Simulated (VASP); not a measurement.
Data:

```yaml
crystal:
  lattice:
    - [2.98701, 0.00000, 0.00000]
    - [0.00000, 2.98701, 0.00000]
    - [0.00000, 0.00000, 2.98701]
  atoms:
    - { symbol: Mg, position: [0.00000, 0.00000, 0.00000] }
```

All values below come from r2SCAN meta-GGA, VASP's PBE PAW potentials (set 64) (plane waves; VASP 6.6.1). Settings: 400 eV cut-off, 14×14×14 Γ-centred mesh, tetrahedra with Blöchl corrections, potentials Mg.

**Question.** What does the run give for the energy per atom (σ→0), band gap (over mesh and band path) with the smallest direct gap where there is one?

**Answer.** 
```yaml
band gap (over mesh and band path): none (metal, semimetal or under 0.01 eV)
energy per atom (σ→0): -3.685 eV/atom
```

Only differences to runs with the same potentials and settings are physical.

The structure was generated: Mg was put into the simple-cubic type (Pm-3m), which need not be its known phase. It was relaxed first.
